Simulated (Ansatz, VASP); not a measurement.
# PtSe2: VASP beside Ansatz

Aim: how closely do two programs agree when they are given the same cell, functional and k mesh? The structure shown is the start of the Ansatz relaxation below; VASP solves that cell, so the two are compared at the walk's first step.

Main program and level: Ansatz 0.2.0; plane waves, with VASP 6.6.1 beside it; single point at PBE.

## (1) The structure

The cell holds 3 atoms: 1 Pt and 2 Se. Its edges and angles: a = 3.853 Å, b = 3.853 Å, c = 33.500 Å, α = 90.0°, β = 90.0°, γ = 120.0°. Vacuum lies along c.

## (2) Ansatz: relaxation, PBE

Ansatz runs on its default PAW (the set named soft_2) files.

The two programs are compared at the cell with which this relaxation starts, whose forces are those of its first step.

The input, input.yaml:

```yaml
crystal:
  lattice:
    - [3.85274258, 0.0, 0.0]
    - [-1.92637129, 3.3365729485, 0.0]
    - [0.0, 0.0, 33.5]
  atoms:
    - { symbol: Pt, position: [0.0, 0.0, 0.5] }
    - { symbol: Se, position: [0.3333333333, 0.6666666667, 0.5467318156] }
    - { symbol: Se, position: [0.6666666667, 0.3333333333, 0.4532681844] }
  periodic: [true, true, false]
kpoints:
  mp_grid: { grid: [6, 6, 1] }
hamiltonian:
  xc: pbe
scf:
  occupations: { method: fermi_dirac, width: 0.02 }
relax:
  f_tol: 0.01
  max_steps: 100
  cell: {}
output:
  write_density: true
  write_potential: true
  elf: true
  volumetric_format: npy
```

Run with:

```console
> ansatz run input.yaml --threads 3 --pin off --max-ram 92160MiB --backend cuda --events-out ev --progress --plain --runs-dir out --devices 1 --max-vram 13GiB
```

Numbers of over 12 decimals in the logs are rounded to 6 here.

What it wrote:

```text
GPUs: using 1 of 1 available (devices: 1).
Engine: ansatz 0.2.0, x86_64-unknown-linux-gnu
Pseudopotentials: kind: paw
Pseudopotential: Pt, paw, valence charge 18, recommended cutoff 420 eV (normal), Pt.paw.azcp
Pseudopotential: Se, paw, valence charge 16, recommended cutoff 420 eV (normal), Se.paw.azcp
Functional definition: PBE
  parameter kappa = 0.804
  parameter beta = 0.066725
  exchange = pbe_x(kappa = kappa, mu = beta*pi^2/3)
  correlation = pbe_c(beta = beta)
device memory: the entry about to start is reckoned to put 3.5 GiB on a device that reports 48.8 GiB free (of which the cap on the GPU budget leaves the run 13.0 GiB)
GPU FFT provider: cuFFT
GPU libraries: cuBLAS 13.8.2, cuFFT 12.4.0, cuSOLVER 12.3.4
Crystal: 3 atoms, lattice volume = 430.641 Å³
Basis set: ecut = 420 eV, 8415 PW (Γ), exchange–correlation on 54×54×450 points (8 copies of the dense FFT grid, shifted against one another)
Bands: 30, of which v1, the nominal top of the filled ones, is band 25 counted from 1 (24 counted from 0)
Symmetry: 12 space group operations
Space group: P-3m1 (ITA 164), of the structure as read, at distance tolerance 7.6e-5 Å
k-points: 7 of 36
Non-local potential: Pt, projectors of the file, l = 0: 3, l = 1: 2, l = 2: 2, l = 3: 1
Non-local potential: Se, projectors of the file, l = 0: 2, l = 1: 2, l = 2: 3, l = 3: 1
PAW form: soft (Blöchl's): semilocal exchange-correlation on the pseudo side does not see the compensation charge
PAW one-centre angular grid: Pt, 590 points (default); XC on 64 Gauss nodes
PAW one-centre angular grid: Se, 590 points (default); XC on 64 Gauss nodes
Initial density: superposition of atomic densities (neutral atoms: chi_scale 0, normalization atom), corrected by the library's trained network
Initial wavefunctions: pseudopotential atomic-orbital guess
GPU buffer pool allocated for 164025 grid points (all kernels)
GPU transforms: local potential and band sums: pruned to the plane-wave sphere, on 25×25×225
Functional: x = pbe(κ = 0.804, μ = 0.219515), c = pbe(β = 0.066725)
SCF iter   1: F=—  HF=-23461.449692 eV  |F-HF|=—  |Δ(HF+E_count)|=         —  Δρ=1.65e-3  dr2=2.14e-2  ethr=1.77e-3  ⟨swp⟩=11.9  Hψ=1188  notcnv=0
preconditioner: auto → Resta (q_TF=auto, 1.906 Å⁻¹)  ε∞=2.1  [insulator: Δε(μ)=1.014 eV  Ē_g=8.096 eV  σ=0.020 eV  W_gap=1.00  n_scr=38 (ndim 8)  ℏωp=8.4 eV  f_vac=0.798  D(μ)=0.00/eV (n_scr^D=0)  ε∞_Penn≈2.1  vacuum switching on, ρ_ref=4.8e-3 e/Å³]
SCF iter   2: F=—  HF=-23461.447285 eV  |F-HF|=—  |Δ(HF+E_count)|=   2.41e-3  Δρ=1.83e-3  dr2=3.29e-2  ethr=4.28e-5  ⟨swp⟩=4.3  Hψ=569  notcnv=0  defer=6
SCF iter   3: F=—  HF=-23461.442891 eV  |F-HF|=—  |Δ(HF+E_count)|=   4.39e-3  Δρ=3.67e-4  dr2=3.44e-4  ethr=4.28e-5  ⟨swp⟩=2.4  Hψ=287  notcnv=0  defer=6
SCF iter   4: F=—  HF=-23461.443211 eV  |F-HF|=—  |Δ(HF+E_count)|=   3.19e-4  Δρ=7.37e-5  dr2=1.88e-5  ethr=6.88e-7  ⟨swp⟩=3.6  Hψ=463  notcnv=0  defer=6
SCF iter   5: F=—  HF=-23461.443327 eV  |F-HF|=—  |Δ(HF+E_count)|=   1.16e-4  Δρ=2.44e-5  dr2=2.46e-6  ethr=3.75e-8  ⟨swp⟩=3.0  Hψ=352  notcnv=0  defer=6
SCF iter   6: F=—  HF=-23461.443329 eV  |F-HF|=—  |Δ(HF+E_count)|=   1.91e-6  Δρ=4.84e-6  dr2=1.12e-7  ethr=4.93e-9  ⟨swp⟩=3.4  Hψ=426  notcnv=0  defer=6
SCF iter   7: F=-23461.443329 eV  HF=-23461.443329 eV  |F-HF|=4.78e-8  |Δ(HF+E_count)|=   3.03e-7  Δρ=1.13e-6  dr2=6.24e-9  ethr=2.00e-10  ⟨swp⟩=12.6  Hψ=1685  notcnv=0
SCF 1 converged in 7 iterations: F = -23461.443329 eV  dr2 = 6.24e-9
  Residual-converged pass: ⟨swp⟩=1.0  Hψ=238  notcnv=0  max |occ|·‖R‖ = 7.0e-9 eV (tolerance 1.0e-8 eV)  dr2=6.24e-9  dr2_onsite=2.32e-9  max |Δocc| = 3.2e-22
  greatest PAW one-centre occupation: 1.000 electrons in one spin orbital (limit 2), on the Pt atom at site 0 (counted from 0), in its partial waves of l = 0
relax step   1: F+E_penalty+E_count = -23461.44332897 eV  Δ(F+E_penalty+E_count) = +0.000e0 eV  max|allowed force component| = 2.467e0 eV/Å  Δτ_max = 0.0000 Å  P = -7.478 N/m  Ω = 430.641 Å³  fix = [c, alpha, beta]  reactions: c -0.000 N/m  (7 SCF iters, dr2 threshold 1.00e-7 eV, accepted)
[...]
relax step   5: F+E_penalty+E_count = -23462.35963451 eV  Δ(F+E_penalty+E_count) = -9.785e-4 eV  max|allowed force component| = 2.982e-4 eV/Å  Δτ_max = 0.0007 Å  P = -0.083 N/m  Ω = 408.759 Å³  energy of the carried Pulay correction = +5.334e-4 eV  fix = [c, alpha, beta]  reactions: c -0.000 N/m  (5 SCF iters, dr2 threshold 2.84e-7 eV, accepted)
[...]
relax step   6: F+E_penalty+E_count = -23462.35970716 eV  Δ(F+E_penalty+E_count) = -7.265e-5 eV  max|allowed force component| = 2.607e-3 eV/Å  Δτ_max = 0.0015 Å  P = -0.000 N/m  Ω = 408.086 Å³  energy of the carried Pulay correction = +5.503e-4 eV  fix = [c, alpha, beta]  reactions: c -0.000 N/m  (5 SCF iters, dr2 threshold 1.00e-8 eV, accepted)
[...]
relax step   7: F+E_penalty+E_count = -23462.35899590 eV  Δ(F+E_penalty+E_count) = +7.113e-4 eV  max|allowed force component| = 2.820e-3 eV/Å  Δτ_max = 0.0000 Å  P = +0.004 N/m  Ω = 408.086 Å³  fix = [c, alpha, beta]  reactions: c +0.000 N/m  stress off target by 4.15e-3 N/m on what of the cell is left free  SCF on the basis re-selected at this cell (its energy is not comparable with the rows above)  (7 SCF iters)
basis re-selected at this cell: Δ(F+E_penalty+E_count) = +7.113e-4 eV, ΔP = +0.004 N/m vs the last step (what re-selecting the basis moved, of the pressure what is left beyond the Pulay correction that the steps carried, after the strain that the cell walked since its last selection, with what the two solves' SCF thresholds leave and, on support functions, any second-order correction that the steps lacked; it is no m [...]
SCF converged after 7 iterations
Free energy (F): -23462.358996 eV
Harris-Foulkes:  -23462.358996 eV  (|F-HF|=4.37e-11)
Internal energy: -23462.358996 eV  (E = F + TS)
E sigma→0 (E₀):  -23462.358996 eV
Fermi energy:    -4.907918 eV
--- Per-component energies (eV) ---
  E_band       = -1846.980246
  E_kinetic    = 872.335531
  E_local      = -137745.160354  (includes V_loc(G=0)·N_el)
  E_nonlocal   = -990.879387
  E_hartree    = 68183.924193
  E_xc         = -469.374702
  E_vxc        = -498.066114  (∫ρ·V_xc dr)
  E_paw        = -13277.735327  (= ΣΔE_a)
  E_vpaw       = 146.943082  (= ΣTr[D̂ρ^β])
  E_aug_tail   = -0.001005  (compensation charges beyond the density's cutoff)
  E_ewald      = 59964.532053
  E_smearing   = -0.000000  (= −TS)
  E_closure    = -0.000000  (closes the sum)
  Σ components = -23462.358996   (vs F -23462.358996, Δ=0.00e0)
--- Forces (eV/Å), atoms counted from 1 ---
  atom   1  Pt     0.00000000     0.00000000     0.00000000
  atom   2  Se     0.00000000    -0.00000000     0.00282049
  atom   3  Se     0.00000000     0.00000000    -0.00282049
  max |Σ_I F_I| component: 4.05e-18 eV/Å
--- 2D stress c σ (N/m, compression-positive) ---
        0.004146       0.000000       0.000000
        0.000000       0.004146       0.000000
        0.000000       0.000000       0.000000
  P = ½ c Tr σ = 0.0041 N/m
--- Band table (eV; the first three rows and the last of 7) ---
  k-point 0: bands = [... 21 lower, -6.9171, -6.2779, -5.7466, -5.7466, -2.7844, -2.7844, -1.2116 (-1.2116°), -0.4641, ... 1 higher]
  k-point 1: bands = [... 21 lower, -7.6327, -5.9263, -5.8684, -5.8191, -4.0743, -3.0912, -0.3868 (-0.3869°), -0.0555, ... 1 higher]
  k-point 2: bands = [... 21 lower, -7.9547, -7.0553, -6.5793, -6.2521, -3.9458, -3.1328, -0.7343, 0.7730, ... 1 higher]
  k-point 6: bands = [... 21 lower, -8.1951, -7.8905, -6.6770, -6.6770, -3.9179, -3.9179, 0.3763, 2.4463, ... 1 higher]
  ° read free of the cell's end (the report's vacuum.weakly_bound_levels)
--- Relaxed structure (6 steps of the walk, 6 accepted, 1 SCFs on fresh bases) ---
  F+E_penalty+E_count = -23462.35899590 eV   max|allowed force component| = 2.820e-3 eV/Å   (the final SCF, on the basis selected at the relaxed cell)
  cell:  # Å, volume = 408.0860 Å³
    - [3.750491, 0, 0]
    - [-1.875245, 3.248020, 0]
    - [0, 0, 33.5]
  atoms:
    - { symbol: Pt, position: [0, 0, 0.5] }
    - { symbol: Se, position: [0.333333, 0.666667, 0.538968] }
    - { symbol: Se, position: [0.666667, 0.333333, 0.461032] }
```

## (3) VASP: single point, PBE, start cell

The same cell, functional, mesh and smearing now go to VASP, with its own data sets.

Lines of VASP's logs that name or quote its potential files are left out, and so is its time.

The input, INCAR:

```
SYSTEM = PtSe2
PREC = Accurate
ENCUT = 400
EDIFF = 1E-06
NELM = 120
ISMEAR = -1
SIGMA = 0.02
LREAL = .FALSE.
ALGO = Normal
GGA = PE
NBANDS = 17
LASPH = .TRUE.
LORBIT = 11
LWAVE = .FALSE.
LCHARG = .FALSE.
ISIF = 2
LDIPOL = .TRUE.
IDIPOL = 3
DIPOL = 0.5 0.5 0.5
LVHAR = .TRUE.
GGA_COMPAT = .FALSE.
EFERMI = MIDGAP
NELMDL = -8
```

The input, POSCAR:

```
PtSe2
1.0
    3.8527430000      0.0000000000      0.0000000000
   -1.9263710000      3.3365730000      0.0000000000
    0.0000000000      0.0000000000     33.5000000000
Pt Se
1 2
Direct
    0.0000000000      0.0000000000      0.5000000000
    0.3333332468      0.6666666667      0.5467318209
    0.6666664936      0.3333333333      0.4532681791
```

The input, KPOINTS:

```
Automatic mesh
0
Gamma
6 6 1
0 0 0
```

The projector-augmented-wave data sets are Pt and Se (PBE family, release 64).

Run with:

```console
> mpirun -np 1 vasp_std
```

What it wrote:

```text
[banner, memory and clock lines left out]
running    1 mpi-ranks, on    1 nodes
 distrk:  each k-point on    1 cores,    1 groups
 distr:  one band on    1 cores,    1 groups

 POSCAR found type information on POSCAR PtSe
 POSCAR found :  2 types and       3 ions
 LDA part: xc-table for (Slater+PW92), standard interpolation
 POSCAR, INCAR and KPOINTS ok, starting setup
 FFT: planning ... GRIDC
 FFT: planning ... GRID_SOFT
 FFT: planning ... GRID
 WAVECAR not read
 entering main loop
       N       E                     dE             d eps       ncg     rms          rms(c)
DAV:   1     0.159546539963E+03    0.15955E+03   -0.55488E+03   238   0.708E+02
DAV:   2     0.705956447554E+01   -0.15249E+03   -0.14433E+03   418   0.138E+02
DAV:   3    -0.138528889183E+02   -0.20912E+02   -0.20767E+02   286   0.669E+01
DAV:   4    -0.142057030124E+02   -0.35281E+00   -0.35197E+00   313   0.104E+01
DAV:   5    -0.142108645771E+02   -0.51616E-02   -0.51603E-02   315   0.121E+00
DAV:   6    -0.142110168839E+02   -0.15231E-03   -0.15231E-03   321   0.205E-01
DAV:   7    -0.142110222644E+02   -0.53805E-05   -0.53805E-05   340   0.345E-02
DAV:   8    -0.142110223544E+02   -0.90043E-07   -0.89960E-07   275   0.370E-03    0.852E+00
DAV:   9    -0.138345312045E+02    0.37649E+00   -0.49495E+00   280   0.202E+01    0.616E+00
DAV:  10    -0.133919337537E+02    0.44260E+00   -0.13510E+00   267   0.111E+01    0.237E+00
DAV:  11    -0.133848326293E+02    0.71011E-02   -0.12863E-01   309   0.200E+00    0.820E-01
DAV:  12    -0.133764463376E+02    0.83863E-02   -0.23129E-02   312   0.145E+00    0.260E-01
DAV:  13    -0.133760764221E+02    0.36992E-03   -0.51248E-03   303   0.373E-01    0.666E-02
DAV:  14    -0.133760780623E+02   -0.16402E-05   -0.77046E-05   290   0.715E-02    0.350E-02
DAV:  15    -0.133760632743E+02    0.14788E-04   -0.83503E-05   303   0.518E-02    0.108E-02
DAV:  16    -0.133760942742E+02   -0.31000E-04   -0.50471E-06   277   0.128E-02    0.718E-03
DAV:  17    -0.133762051594E+02   -0.11089E-03   -0.25859E-05   252   0.177E-02    0.428E-03
DAV:  18    -0.133762488456E+02   -0.43686E-04   -0.67540E-06   304   0.915E-03    0.262E-03
DAV:  19    -0.133762877691E+02   -0.38923E-04   -0.10515E-06   230   0.558E-03    0.133E-03
DAV:  20    -0.133763287101E+02   -0.40941E-04   -0.15256E-06   244   0.368E-03    0.780E-04
DAV:  21    -0.133763391053E+02   -0.10395E-04   -0.13747E-07   241   0.142E-03    0.408E-04
DAV:  22    -0.133763458303E+02   -0.67249E-05   -0.11694E-07   239   0.112E-03    0.271E-04
DAV:  23    -0.133763476352E+02   -0.18050E-05   -0.28344E-08   248   0.599E-04    0.111E-04
DAV:  24    -0.133763482012E+02   -0.56599E-06   -0.35457E-09   240   0.183E-04
   1 F= -.13376348E+02 E0= -.13376348E+02  d E =-.670638E-11
```

OUTCAR, selected parts (step 3):

```text
ion  position               nearest neighbor table
   1  0.000  0.000  0.500-   2 2.72   3 2.72   2 2.72   3 2.72   3 2.72   2 2.72
   2  0.333  0.667  0.547-   1 2.72   1 2.72   1 2.72
   3  0.667  0.333  0.453-   1 2.72   1 2.72   1 2.72

  LATTYP: Found a hexagonal cell.
 ALAT       =     3.8527430000
 C/A-ratio  =     8.6951037222

 Subroutine GETGRP returns: Found 12 space group operations
 (whereof 12 operations were pure point group operations)

The static configuration has the point symmetry D_3d.

 Found      7 irreducible k-points:

   k-points           NKPTS =      7   k-points in BZ     NKDIM =      7   number of bands    NBANDS=     17

   dimension x,y,z NGX =    28 NGY =   28 NGZ =  224
   dimension x,y,z NGXF=    56 NGYF=   56 NGZF=  448

   ENCUT  =  400.0 eV  29.40 Ry    5.42 a.u.   6.28  6.28 54.63*2*pi/ulx,y,z

   NELECT =      22.0000    total number of electrons

 k-points in reciprocal lattice and weights: Automatic mesh
   0.00000000  0.00000000  0.00000000       0.028
   0.16666667  0.00000000  0.00000000       0.167
   0.33333333 -0.00000000  0.00000000       0.167
   0.50000000  0.00000000  0.00000000       0.083
   0.16666667  0.16666667  0.00000000       0.167
   0.33333333  0.16666667  0.00000000       0.333
   0.33333333  0.33333333  0.00000000       0.056

 dipolmoment           0.000000      0.000000      0.000000 electrons x Angstroem

 average (electrostatic) potential at core
       1 -77.7564       2 -62.1371       3 -62.1371

 E-fermi :  -3.4752

 k-point     1 :       0.0000    0.0000    0.0000
  band No.  band energies     occupation
    ...
      7      -6.1836      2.00000
      8      -5.5661      2.00000
      9      -4.9015      2.00000
     10      -3.9637      2.00000
     11      -3.9637      2.00000
     12      -2.0680      0.00000
     13      -2.0680      0.00000
     14      -0.3619      0.00000
     15       1.1153      0.00000
     16       1.4554      0.00000
    ...

 k-point     2 :       0.1667    0.0000    0.0000
  band No.  band energies     occupation
    ...
      7      -6.2778      2.00000
      8      -5.9094      2.00000
      9      -4.6572      2.00000
     10      -4.3039      2.00000
     11      -4.0171      2.00000
     12      -2.9866      0.00000
     13      -2.2584      0.00000
     14       0.5098      0.00000
     15       1.4866      0.00000
     16       1.7430      0.00000
    ...

 k-point     3 :       0.3333   -0.0000    0.0000
  band No.  band energies     occupation
    ...
      7      -6.1280      2.00000
      8      -6.0600      2.00000
      9      -5.4408      2.00000
     10      -4.7039      2.00000
     11      -4.5316      2.00000
     12      -2.8449      0.00000
     13      -2.3370      0.00000
     14       0.2628      0.00000
     15       1.8586      0.00000
     16       2.5288      0.00000
    ...

  Total       -6.0435408     -6.0435397     -7.7653072     -0.0000009      0.0000000      0.0000000
  in kB      -22.4846725    -22.4846683    -28.8904127     -0.0000034      0.0000000      0.0000000
  external PRESSURE =     -24.6199178 kB  Pullay stress =       0.0000000 kB

  energy-cutoff  :      400.00
  volume of cell :      430.64
      direct lattice vectors                 reciprocal lattice vectors
     3.852743000  0.000000000  0.000000000     0.259555335  0.149854318  0.000000000
    -1.926371000  3.336573000  0.000000000     0.000000000  0.299708713  0.000000000
     0.000000000  0.000000000 33.500000000     0.000000000  0.000000000  0.029850746

 POSITION                                       TOTAL-FORCE (eV/Angst)
 -----------------------------------------------------------------------------------
      0.00000      0.00000     16.75000         0.000000     -0.000000     -0.000000
     -0.00000      2.22438     18.31552         0.000000     -0.000000     -2.472052
      1.92637      1.11219     15.18448        -0.000000      0.000000      2.472052
 -----------------------------------------------------------------------------------
    total drift:                                0.000356     -0.000000     -0.000000

  FREE ENERGIE OF THE ION-ELECTRON SYSTEM (eV)
  ---------------------------------------------------
  free  energy   TOTEN  =       -13.3763482012 eV

  energy  without entropy=      -13.3763482012  energy(sigma->0) =      -13.37634820

 vacuum level on the upper side and lower side of the slab         1.530         1.530

 total charge
# of ion       s       p       d       tot
------------------------------------------
    1        0.568   0.439   7.874   8.881
    2        1.486   2.143   0.028   3.656
    3        1.486   2.143   0.028   3.656
--------------------------------------------------
tot          3.539   4.724   7.930  16.194

[... 3 further parts left out ...]
```

## (4) Side by side

Known differences besides the potentials themselves: Ansatz cuts the interaction across the vacuum, VASP repeats the sheet with a dipole correction; the data sets hold 50 valence electrons in Ansatz (on its default PAW (the set named soft_2) files) and 22 in VASP; the cutoff is 420 eV in Ansatz and 400 eV in VASP. Total energies have different zeros and are not compared.

Forces (eV/Å; atoms numbered as in POSCAR):

| atom | Ansatz x, y, z | VASP x, y, z |
| --- | --- | --- |
| Pt1 | 0.000, 0.000, 0.000 | 0.000, 0.000, 0.000 |
| Se2 | 0.000, 0.000, -2.467 | 0.000, 0.000, -2.472 |
| Se3 | 0.000, 0.000, 2.467 | 0.000, 0.000, 2.472 |

The forces differ by 2.2 meV/Å r.m.s., which is 0.2 % of the r.m.s. force of 1.165 eV/Å (both taken over all components). With vacuum in the cell, a pressure given here is an average over mostly empty space and none of the material.

## (5) Outcome

```
r.m.s. force difference (single point, PBE, start cell) : 0.19 % of the r.m.s. force
```

**Reading.** The r.m.s. force difference is 0.19 % of the r.m.s. force (single point, PBE, start cell), within the 3 % picked in this series as the mark of a large difference. The data sets hold unlike numbers of valence electrons (50 in Ansatz and 22 in VASP), so part of the differences comes from the potentials. 1 further run of this series is not shown here. How closely two codes agree says nothing of how well the functional describes the real material.

[Lines on the potential files, build, host, timing and source positions are cut from VASP's logs without a mark.]

[Logs are printed without paths, hosts, clocks, repeated set-up lines and the standing remarks that a program may print on its own settings, such as how far it seeks lower states.]

[Hosts, paths, dates, database ids (printed as entryN), source tags and the programs' standing remarks are cut or masked in the printed files.]
